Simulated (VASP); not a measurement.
```xyz
5
Lattice="4.0550 0.0000 0.0000 0.0000 4.0550 0.0000 0.0000 0.0000 4.0550" Properties=species:S:1:pos:R:3 pbc="T T T"
K      0.0000     0.0000     0.0000
Zn     2.0275     2.0275     2.0275
F      2.0275     0.0000     2.0275
F      0.0000     2.0275     2.0275
F      2.0275     2.0275     0.0000
```

Method: MS2 meta-GGA, VASP's PBE PAW potentials (set 64) (plane waves; VASP 6.6.1). Run with 520 eV cut-off, 6×6×6 Γ-centred mesh, tetrahedra with Blöchl corrections, potentials K_sv Zn F.

Task: Give the energies of bands 9 to 22 at the high-symmetry points, in eV from the valence-band maximum.

Result: 
| band | Γ | X | M | R |
|---|---|---|---|---|
| 9 | -4.21 | -4.07 | -5.29 | -5.29 |
| 10 | -4.21 | -4.07 | -4.56 | -5.29 |
| 11 | -3.28 | -3.79 | -3.85 | -4.32 |
| 12 | -3.28 | -3.79 | -3.85 | -4.32 |
| 13 | -3.28 | -3.28 | -3.73 | -4.32 |
| 14 | -3.04 | -3.04 | -2.49 | -1.90 |
| 15 | -3.04 | -2.99 | -2.49 | -1.90 |
| 16 | -2.21 | -2.41 | -2.47 | -1.90 |
| 17 | -2.21 | -2.15 | -2.05 | -1.63 |
| 18 | -2.21 | -2.15 | -1.85 | -1.63 |
| 19 | -1.97 | -1.77 | -1.85 | -1.63 |
| 20 | -1.97 | -1.77 | -1.65 | 0.00 |
| 21 | -1.97 | -1.57 | 0.00 | 0.00 |
| 22 | 3.98 | 6.79 | 8.36 | 8.84 |

The gap is indirect, 3.98 eV, from the valence maximum at R to the conduction minimum at Γ.

The compound is KZnF3 in the cubic perovskite structure. It was relaxed first.
